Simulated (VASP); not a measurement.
Wanted: the native input for a VASP 6.6.1 run.

- Task: dielectric tensor
- Functional: PBE
- Potentials or basis: VASP PAW PBE potentials, release 64 (Cd, S)
- Cutoff: 450 eV
- k mesh: 9 × 9 × 5
- Occupations: gaussian, width 0.02 eV
- Spin: no spin polarisation
- Further INCAR settings: ALGO = Fast; EDIFF = 1e-08; IBRION = 8

The structure of CdS lies in POSCAR:

```
CdS                                     
1.0
    4.1688897967      0.0000000000      0.0000000000
   -2.0844448484      3.6103644707      0.0000000000
    0.0000000000      0.0000000000      6.7801618396
  Cd              S             
     2     2
Direct
     0.6666666699999979    0.3333333300000021    0.5001861622150443
     0.3333333300000021    0.6666666699999979    0.0001861622150443
     0.6666666699999979    0.3333333300000021    0.8768138377849510
     0.3333333300000021    0.6666666699999979    0.3768138377849510
```

The cell is a database's computed one.

These files were run (other wordings do the same):

INCAR

```
SYSTEM = CdS
ALGO     = Fast           ! electronic algorithm
EDIFF    = 1E-8           ! SCF threshold, eV
ENCUT    = 450            ! plane-wave cutoff, eV
GGA      = PE             ! functional
IBRION   = 8              ! ionic algorithm
ISIF     = 2              ! what is computed and relaxed
ISMEAR   = 0              ! smearing method
KPAR     = 4            
LASPH    = .TRUE.         ! aspherical terms in the spheres
LCHARG   = .FALSE.        ! write CHGCAR
LEPSILON = .TRUE.         ! dielectric tensor by DFPT
LREAL    = .FALSE.        ! projectors in reciprocal space
LWAVE    = .FALSE.        ! write WAVECAR
NELM     = 120            ! most SCF steps
PREC     = Accurate       ! precision mode
SIGMA    = 0.02           ! smearing width, eV
```

KPOINTS

```
k-points
0
G
  9 9 5
  0 0 0
```

Potentials or basis: VASP PAW PBE potentials, release 64 (Cd, S).

Run with:

```bash
$ cat potpaw_PBE.64/Cd/POTCAR potpaw_PBE.64/S/POTCAR > POTCAR
$ mpirun -np 4 vasp_std > vasp.out
```

Results of the run:

- Band gap on the k mesh: 1.16 eV, direct
- Electronic dielectric tensor (diagonal): 6.16, 6.16, 6.25
- Born charges (mean of the diagonal): Cd +2.20; S -2.20 e
- Highest phonon frequency at Γ, LO-TO splitting left out: 291 cm⁻¹

Run time: 6.9 min on 4 MPI ranks on AMD EPYC 9R45 96-Core Processor (Zen 5), with other jobs on the host, peak memory 0.86 GiB a rank.
